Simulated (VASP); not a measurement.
Computed with PBEsol GGA, VASP's PBE PAW potentials (set 64) (plane waves; VASP 6.6.1).

Input for VASP

POSCAR:
```
LiF
1
   -0.0000000000     2.0020442322     2.0020442322
    2.0020442322    -0.0000000000     2.0020442322
    2.0020442322     2.0020442322     0.0000000000
Li F
1 1
Direct
  0.0000000000   0.0000000000   0.0000000000
  0.5000000000   0.5000000000   0.5000000000
```

### INCAR
```
SYSTEM = LiF
PREC = Accurate; ENCUT = 600; LREAL = .False.
LASPH = .True.
EDIFF = 1E-7; NELM = 100; ALGO = Normal
ISMEAR = 0; SIGMA = 0.05
GGA = PS
ISIF = 2
LWAVE = .False.; LCHARG = .False.
```

**KPOINTS**
```
Automatic mesh
0
Gamma
10 10 10
0 0 0
```

POTCAR, in this order: Li_sv F (PBE.64 set). Program: vasp_std.

The run wrote:

File OSZICAR:
```
       N       E                     dE             d eps       ncg     rms          rms(c)
DAV:   1     0.367756141309E+02    0.36776E+02   -0.61905E+03   878   0.126E+03
DAV:   2    -0.912787903913E+01   -0.45903E+02   -0.44935E+02   976   0.224E+02
DAV:   3    -0.102645167131E+02   -0.11366E+01   -0.11351E+01  1100   0.346E+01
DAV:   4    -0.102796338988E+02   -0.15117E-01   -0.15098E-01  1123   0.341E+00
DAV:   5    -0.102797258312E+02   -0.91932E-04   -0.91931E-04  1125   0.212E-01    0.406E+00
DAV:   6    -0.985510866682E+01    0.42462E+00   -0.22239E+00   881   0.117E+01    0.140E+00
DAV:   7    -0.985294586690E+01    0.21628E-02   -0.16487E-02  1190   0.150E+00    0.836E-01
DAV:   8    -0.985518226366E+01   -0.22364E-02   -0.12786E-02  1207   0.158E+00    0.958E-02
DAV:   9    -0.985525191986E+01   -0.69656E-04   -0.88871E-04   921   0.336E-01    0.420E-02
DAV:  10    -0.985528798292E+01   -0.36063E-04   -0.12569E-04   956   0.108E-01    0.443E-03
DAV:  11    -0.985528868143E+01   -0.69851E-06   -0.19685E-06  1120   0.188E-02    0.202E-03
DAV:  12    -0.985528877098E+01   -0.89555E-07   -0.43713E-07   956   0.778E-03
   1 F= -.98552888E+01 E0= -.98552888E+01  d E =-.164111E-14
```

**OUTCAR**
```
------------------------ aborting loop because EDIFF is reached ----------------------------------------
  FORCE on cell =-STRESS in cart. coord.  units (eV):
  Direction    XX          YY          ZZ          XY          YZ          ZX
  --------------------------------------------------------------------------------------
  Total       -0.0338096     -0.0338096     -0.0338096      0.0000000      0.0000000     -0.0000000
  in kB       -3.3751967     -3.3751967     -3.3751967      0.0000000      0.0000000     -0.0000000
  external PRESSURE =      -3.3751967 kB  Pullay stress =       0.0000000 kB
  volume of cell :       16.05
      direct lattice vectors                 reciprocal lattice vectors
     0.000000000  2.002044232  2.002044232    -0.249744732  0.249744732  0.249744732
     2.002044232  0.000000000  2.002044232     0.249744732 -0.249744732  0.249744732
     2.002044232  2.002044232  0.000000000     0.249744732  0.249744732 -0.249744732
  FREE ENERGIE OF THE ION-ELECTRON SYSTEM (eV)
  ---------------------------------------------------
  free  energy   TOTEN  =        -9.8552887710 eV

  energy  without entropy=       -9.8552887710  energy(sigma->0) =       -9.85528877
```
(Selected blocks of OUTCAR.)

The compound is LiF in the rock salt structure. It was relaxed first.
